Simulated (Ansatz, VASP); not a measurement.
# Ti3Te2S2 in two plane-wave programs, part 2 of 2

One calculation is typed for both programs; each brings its own data sets and cutoff. How far apart do they land? The cell is invented: As first built, before any earlier steps moved the atoms (in the runner's words): it takes the Ti3Te2Se2 structure with some of its atoms replaced by other elements, volume scaled by an estimate. It may not be a known or stable phase. The cell is taken from a series of VASP runs on this material, whose earlier steps may have relaxed, scaled or displaced it; both programs get it as it stands.

VASP 6.6.1 and Ansatz 0.2.0.

So far: Set-up; Ansatz: relaxation of cell and atoms, PBE.

## Step 3: VASP: relaxation of cell and atoms, PBE

Level of this step: PBE, no spin polarisation; plane waves and PAW (Te, Ti_sv, S); invented cell (VASP).

The same cell, functional, mesh and smearing now go to VASP, with its own data sets and cutoff.

Lines of VASP's logs that name or quote its potential files are left out, and so is its time.

INCAR

```
SYSTEM = Ti3Te2S2
PREC = Accurate
ENCUT = 520
EDIFF = 1E-06
NELM = 100
ISMEAR = -1
SIGMA = 0.05
LREAL = .FALSE.
ALGO = Normal
GGA = PE
NBANDS = 37
LORBIT = 11
LWAVE = .FALSE.
LCHARG = .FALSE.
KPAR = 2
IBRION = 2
NSW = 60
ISIF = 3
EDIFFG = -0.01
```

POSCAR

```
Ti3Te2S2
1.0
    6.9467937814     -1.7908354120     -0.1435560771
    6.9467937814      1.7908354120     -0.1435560771
   -3.1951512727      0.0000000000      5.7285502557
Te Ti S
2 3 2
Direct
    0.8766351389      0.8766351389      0.2190463114
    0.1233648611      0.1233648611      0.7809536886
    0.7563482338      0.7563482338      0.7000368960
    0.2436517662      0.2436517662      0.2999631040
    0.0000000000      0.0000000000      0.0000000000
    0.6194666458      0.6194666458      0.2840089212
    0.3805333542      0.3805333542      0.7159910788
```

KPOINTS

```
Automatic mesh
0
Gamma
6 6 4
0 0 0
```

PAW data sets: Te, Ti_sv and S (PBE family, release 64).

Launch:

```
mpirun -np 2 vasp_std
```

Numbers of over 12 decimals in the logs are rounded to 6 here.

The program printed:

```text
[banner, memory and clock lines left out]
running    2 mpi-ranks, on    1 nodes
 distrk:  each k-point on    1 cores,    2 groups
 distr:  one band on    1 cores,    1 groups

 POSCAR found type information on POSCAR TeTiS
 POSCAR found :  3 types and       7 ions
 LDA part: xc-table for (Slater+PW92), standard interpolation
 POSCAR, INCAR and KPOINTS ok, starting setup
 FFT: planning ... GRIDC
 FFT: planning ... GRID_SOFT
 FFT: planning ... GRID
 WAVECAR not read
 entering main loop
       N       E                     dE             d eps       ncg     rms          rms(c)
DAV:   1     0.702797955198E+03    0.70280E+03   -0.28214E+04  3478   0.168E+03
DAV:   2     0.519637722824E+02   -0.65083E+03   -0.63661E+03  3513   0.492E+02
DAV:   3    -0.419725506812E+02   -0.93936E+02   -0.91746E+02  5484   0.161E+02
DAV:   4    -0.503767592352E+02   -0.84042E+01   -0.83466E+01  5540   0.435E+01
DAV:   5    -0.508243506635E+02   -0.44759E+00   -0.44678E+00  5151   0.922E+00    0.200E+01
DAV:   6    -0.470127453074E+02    0.38116E+01   -0.53941E+01  4563   0.457E+01    0.130E+01
DAV:   7    -0.473814365626E+02   -0.36869E+00   -0.45874E+01  5279   0.305E+01    0.110E+01
DAV:   8    -0.458058614269E+02    0.15756E+01   -0.68445E+00  4874   0.144E+01    0.599E+00
DAV:   9    -0.455489502373E+02    0.25691E+00   -0.17646E+00  5295   0.891E+00    0.184E+00
DAV:  10    -0.455564368130E+02   -0.74866E-02   -0.14131E-01  4805   0.225E+00    0.866E-01
DAV:  11    -0.455560039845E+02    0.43283E-03   -0.21511E-02  5279   0.874E-01    0.322E-01
DAV:  12    -0.455565982169E+02   -0.59423E-03   -0.14033E-03  4496   0.252E-01    0.108E-01
DAV:  13    -0.455566481973E+02   -0.49980E-04   -0.30212E-04  5103   0.101E-01    0.494E-02
DAV:  14    -0.455566564615E+02   -0.82642E-05   -0.20291E-04  4719   0.916E-02    0.184E-02
DAV:  15    -0.455566514320E+02    0.50295E-05   -0.41356E-05  4717   0.390E-02    0.669E-03
DAV:  16    -0.455566520436E+02   -0.61164E-06   -0.19478E-06  2964   0.965E-03
   1 F= -.45556652E+02 E0= -.45542878E+02  d E =-.455567E+02
[... from here on, the cycles between the ionic steps are left out ...]
   2 F= -.45556851E+02 E0= -.45543013E+02  d E =-.199323E-03
   3 F= -.45556866E+02 E0= -.45543002E+02  d E =-.213485E-03
   4 F= -.45556954E+02 E0= -.45543065E+02  d E =-.887970E-04
   5 F= -.45556974E+02 E0= -.45543058E+02  d E =-.108123E-03
   6 F= -.45556977E+02 E0= -.45543051E+02  d E =-.111130E-03
   7 F= -.45556973E+02 E0= -.45543072E+02  d E =-.107578E-03
   8 F= -.45556976E+02 E0= -.45543069E+02  d E =-.110473E-03
   9 F= -.45556976E+02 E0= -.45543074E+02  d E =-.110931E-03
  10 F= -.45556976E+02 E0= -.45543062E+02  d E =-.110767E-03
 curvature:  -1.73 expect dE=-0.425E-04 dE for cont linesearch -0.745E-08
 trial: gam= 0.21260 g(F)=  0.207E-04 g(S)=  0.384E-05 ort = 0.832E-06 (trialstep = 0.125E+01)
 search vector abs. value=  0.321E-04
 bond charge predicted
       N       E                     dE             d eps       ncg     rms          rms(c)
DAV:   1    -0.455570150813E+02   -0.38722E-04   -0.22678E-03  3864   0.337E-01    0.511E-02
DAV:   2    -0.455570391723E+02   -0.24091E-04   -0.59062E-04  4810   0.157E-01    0.565E-02
DAV:   3    -0.455570086617E+02    0.30511E-04   -0.36764E-04  4808   0.112E-01    0.282E-02
DAV:   4    -0.455569973927E+02    0.11269E-04   -0.69273E-05  4641   0.441E-02    0.114E-02
DAV:   5    -0.455569958652E+02    0.15275E-05   -0.84907E-06  4824   0.185E-02    0.510E-03
DAV:   6    -0.455569956043E+02    0.26088E-06   -0.14021E-06  2657   0.537E-03
  11 F= -.45556996E+02 E0= -.45543082E+02  d E =-.193080E-04
 trial-energy change:   -0.000019  1 .order   -0.000020   -0.000031   -0.000010
 step:   1.8367(harm=  1.8367)  dis= 0.00122  next Energy=   -45.556999 (dE=-0.227E-04)
 reached required accuracy - stopping structural energy minimisation
```

Parts of OUTCAR (step 3):

```text
ion  position               nearest neighbor table
   1  0.877  0.877  0.219-   5 2.74   4 2.81   4 2.81   3 2.94   2 3.55
   2  0.123  0.123  0.781-   5 2.74   3 2.81   3 2.81   4 2.94   1 3.55
   3  0.756  0.756  0.700-   6 2.41   7 2.45   7 2.45   2 2.81   2 2.81   1 2.94
   4  0.244  0.244  0.300-   7 2.41   6 2.45   6 2.45   1 2.81   1 2.81   2 2.94
   5  0.000  0.000  0.000-   6 2.51   6 2.51   7 2.51   7 2.51   1 2.74   2 2.74
   6  0.619  0.619  0.284-   3 2.41   4 2.45   4 2.45   5 2.51   5 2.51
   7  0.381  0.381  0.716-   4 2.41   3 2.45   3 2.45   5 2.51   5 2.51

  LATTYP: Found a base centered monoclinic cell.
 ALAT       =    13.4561482584
 B/A-ratio  =     0.2661735554
 C/A-ratio  =     0.4874623609
 COS(beta)  =    -0.4533422489

 Subroutine GETGRP returns: Found  4 space group operations
 (whereof  4 operations were pure point group operations)

The static configuration has the point symmetry C_2h.

 Found     47 irreducible k-points:

   k-points           NKPTS =     47   k-points in BZ     NKDIM =     47   number of bands    NBANDS=     37

   dimension x,y,z NGX =    54 NGY =   54 NGZ =   50
   dimension x,y,z NGXF=   108 NGYF=  108 NGZF=  100

   ENCUT  =  520.0 eV  38.22 Ry    6.18 a.u.  13.34 13.34 12.20*2*pi/ulx,y,z

   NELECT =      60.0000    total number of electrons

 k-points in reciprocal lattice and weights: Automatic mesh
   0.00000000  0.00000000  0.00000000       0.007
   0.16666667 -0.00000000  0.00000000       0.028
   0.33333333 -0.00000000  0.00000000       0.028
   0.50000000 -0.00000000  0.00000000       0.014
   0.16666667  0.16666667 -0.00000000       0.014
   0.33333333  0.16666667 -0.00000000       0.028
   0.50000000  0.16666667  0.00000000       0.028
  -0.33333333  0.16666667 -0.00000000       0.028
  -0.16666667  0.16666667  0.00000000       0.014
[...]
-0.33333333  0.33333333  0.50000000       0.014
   0.50000000  0.50000000  0.50000000       0.007

 average (electrostatic) potential at core
       1 -86.3108       2 -86.3108       3 -73.0151       4 -73.0151       5 -73.4000
       6 -84.3729       7 -84.3729

 E-fermi :   8.2468

 k-point     1 :       0.0000    0.0000    0.0000
  band No.  band energies     occupation
    ...
     25       6.8312      2.00000
     26       6.8909      2.00000
     27       7.0322      2.00000
     28       7.7707      1.99985
     29       8.1410      1.78476
     30       8.3843      0.12016
     31       8.5118      0.00993
     32       8.5831      0.00239
     33       8.6198      0.00115
     34       9.0417      0.00000
    ...

 k-point     2 :       0.1667   -0.0000    0.0000
  band No.  band energies     occupation
    ...
     27       6.8321      2.00000
     28       7.4308      2.00000
     29       7.6354      1.99999
     30       8.0810      1.92992
     31       8.2487      0.98120
     32       8.6506      0.00062
     33       8.9699      0.00000
     34       9.2087      0.00000
     35       9.6396      0.00000
     36       9.7070      0.00000
    ...

 k-point     3 :       0.3333   -0.0000    0.0000
  band No.  band energies     occupation
    ...
     26       5.3821      2.00000
     27       5.7952      2.00000
     28       7.1669      2.00000
     29       7.6811      1.99998
     30       7.9493      1.99480
     31       8.4914      0.01491
     32       8.7497      0.00009
     33       9.0579      0.00000
     34       9.1409      0.00000
     35       9.5775      0.00000
    ...

  Total       -0.0070212      0.0119990      0.0053942      0.0000000      0.0000000      0.0018776
  in kB       -0.0798240      0.1364169      0.0613266      0.0000000      0.0000000      0.0213462
  external PRESSURE =       0.0393065 kB  Pullay stress =       0.0000000 kB

  energy-cutoff  :      520.00
  volume of cell :      140.92
      direct lattice vectors                 reciprocal lattice vectors
     6.947119417 -1.787594652 -0.144991129     0.072818448 -0.279705469  0.040543540
     6.947119417  1.787594652 -0.144991129     0.072818448  0.279705469  0.040543540
    -3.196237561  0.000000000  5.740620020     0.003678358  0.000000000  0.176245232

 POSITION                                       TOTAL-FORCE (eV/Angst)
 -----------------------------------------------------------------------------------
     11.48112      0.00000      1.00001        -0.001396      0.000000     -0.005090
     -0.78312      0.00000      4.45063         0.001396      0.000000      0.005090
      8.26959      0.00000      3.79679         0.003642      0.000000      0.001969
      2.42841      0.00000      1.65385        -0.003642      0.000000     -0.001969
      0.00000      0.00000      0.00000         0.000000      0.000000     -0.000000
      7.69772      0.00000      1.45246        -0.001085      0.000000     -0.000443
      3.00028      0.00000      3.99817         0.001085      0.000000      0.000443
 -----------------------------------------------------------------------------------
    total drift:                               -0.000000     -0.000000      0.000000

  FREE ENERGIE OF THE ION-ELECTRON SYSTEM (eV)
  ---------------------------------------------------
  free  energy   TOTEN  =       -45.5569956043 eV

  energy  without entropy=      -45.5291678423  energy(sigma->0) =      -45.54308172

 reached required accuracy - stopping structural energy minimisation

 total charge
# of ion       s       p       d       tot
------------------------------------------
    1        1.364   2.037   0.040   3.441
    2        1.364   2.037   0.040   3.441
    3        2.156   6.123   1.985  10.264
    4        2.156   6.123   1.985  10.264
    5        2.157   6.124   1.949  10.229
    6        1.322   2.422   0.000   3.744
    7        1.322   2.422   0.000   3.744
--------------------------------------------------
tot         11.842  27.288   5.997  45.128

[... 3 further parts left out ...]
```

This run has no spin polarisation, so a moment on Ti, if there is one, isn't seen. LASPH is off, so gradient terms of the non-spherical density inside the spheres are left out; for open d or f shells this can shift gaps and moments. The run keeps the 4 symmetry operations of its start, so it cannot find a distortion of lower symmetry.

## Step 4: Side by side

Known differences besides the potentials themselves: both relaxations stop at a tolerance, which leaves soft axes loose, and VASP keeps its plane-wave basis; the data sets hold 80 valence electrons in Ansatz (default PAW (the set named soft_2) files) and 60 in VASP; the cutoff is 420 eV in Ansatz and 520 eV in VASP; VASP leaves aspherical gradient terms in its spheres out (LASPH is not set), Ansatz keeps them; Ansatz adds a Pulay correction to the stress that steers its cell, VASP none. Total energies have different zeros and are not compared.

Both answers:

| quantity | Ansatz | VASP | difference |
| --- | --- | --- | --- |
| volume (Å³) | 140.96 | 140.92 | +0.03 % |
| edge a after relaxation, in the typed setting (Å) | 7.174 | 7.175 | -0.01 % |
| edge c after relaxation, in the typed setting (Å) | 6.569 | 6.570 | -0.03 % |

The walks stopped with -0.02 GPa left in Ansatz and 0.00 GPa in VASP; each walk ends within a tolerance, so the volume difference is uncertain by about these residues over the bulk modulus, most in soft cells.

## Step 5: Summary of results

```yaml
difference_in_edge_c_after_relaxation_in_the_typed_setting_relaxation_of_cell_and_atoms_pbe: -0.029 %
```

What this shows: The difference in edge c after relaxation, in the typed setting is -0.029 % (relaxation of cell and atoms, PBE), within the 1.2 % picked in this series as the mark of a large difference, as far as the stopping tolerances let one tell. How closely two codes agree says nothing of how well the functional describes the real material.

[Lines on the potential files, build, host, timing and source positions are cut from VASP's logs without a mark.]

[Logs are printed without paths, hosts, clocks, repeated set-up lines and the standing remarks that a program may print on its own settings, such as how far it seeks lower states.]

[Hosts, paths, dates, database ids (printed as entryN), source tags and the programs' standing remarks are cut or masked in the printed files.]
